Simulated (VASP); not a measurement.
An input for Ansatz (written as the equivalent of a VASP run, and not itself run):

Ansatz 0.2 input:
```yaml
crystal:
  lattice:
    - [0.0000000, 2.6428543, 2.6428543]
    - [2.6428543, 0.0000000, 2.6428543]
    - [2.6428543, 2.6428543, 0.0000000]
  atoms:
    - { symbol: Ni, position: [1.0000000, 1.0000000, 1.0000000] }
    - { symbol: Al, position: [0.2500000, 0.2500000, 0.2500000] }
kpoints:
  mp_grid: { grid: [11, 11, 11] }
hamiltonian:
  xc: pbesol
  pseudopotentials: { kind: paw }
scf:
  occupations: { method: methfessel_paxton, width: 0.1 }
  max_iter: 100
relax:
  max_steps: 60
  f_tol: 0.01
  cell: {}
output: { forces: true, stress: true, eigenvalues: true }
```

Question: Write the VASP files for the same calculation (PBEsol).

Answer: Several could match; the one computed here: 
File KPOINTS:
```
Regular mesh
0
gamma
 11 11 11
```

File POSCAR:
```
NiAl
1
    0.0000000000     2.6428543386     2.6428543386
    2.6428543386    -0.0000000000     2.6428543386
    2.6428543386     2.6428543386     0.0000000000
Ni Al
1 1
Direct
  1.0000000000   1.0000000000   1.0000000000
  0.2500000000   0.2500000000   0.2500000000
```

INCAR:
```
LCHARG  =  .FALSE.
NSW  =  60   ! most ionic steps
LASPH  =  .TRUE.   ! aspherical one-centre terms
ENCUT  =  400
LMAXMIX  =  4   ! l cut-off of mixed one-centre charges
ISMEAR  =  1
IBRION  =  2
LWAVE  =  .FALSE.
SIGMA  =  0.1   ! width (eV)
SYSTEM  =  NiAl
ISIF  =  3   ! ions, shape and volume
EDIFF  =  1E-6
ALGO  =  Normal   ! blocked Davidson
GGA  =  PS   ! PBEsol
LREAL  =  .FALSE.
EDIFFG  =  -0.01
NELM  =  100
PREC  =  Accurate
```

POTCAR, in this order: Ni Al (PBE.64 set). Program: vasp_std.

Limits of the translation: each code has its own PAW files, so the cut-off isn't converted (ENCUT is set for VASP's; basis.ecutwfc is left out, and Ansatz then takes the one that its files recommend); Ansatz stops its SCF on the density residual and VASP on the energy change (EDIFF).

The structure was generated: NiAl was put into the zinc blende type (F-43m), which need not be its known phase. This run relaxes it. Symmetry was kept, so distortions that lower it aren't found. The start is the result of an earlier pass.
